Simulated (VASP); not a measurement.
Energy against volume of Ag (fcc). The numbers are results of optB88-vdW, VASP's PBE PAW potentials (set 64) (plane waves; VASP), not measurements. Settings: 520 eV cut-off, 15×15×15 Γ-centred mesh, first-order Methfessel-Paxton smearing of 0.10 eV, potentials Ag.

```
V (Å³/atom)  E (eV/atom)
-----------  -----------
17.058           0.36252
17.586           0.35741
18.113           0.36165
18.641           0.37329
```

Question: Fit these four points and predict the energy of the run at 16.530 Å³/atom.

Answer: A cubic in V^(−2/3), the third-order Birch-Murnaghan form, passes through the four points with V0 = 17.59 Å³/atom and B0 = 94 GPa, and gives 0.3794 eV/atom there. The run gave 0.3796 eV/atom, +0.2 meV/atom from the fit; all five points give B0 = 95 GPa.

The compound is Ag in the fcc structure. It was relaxed first.
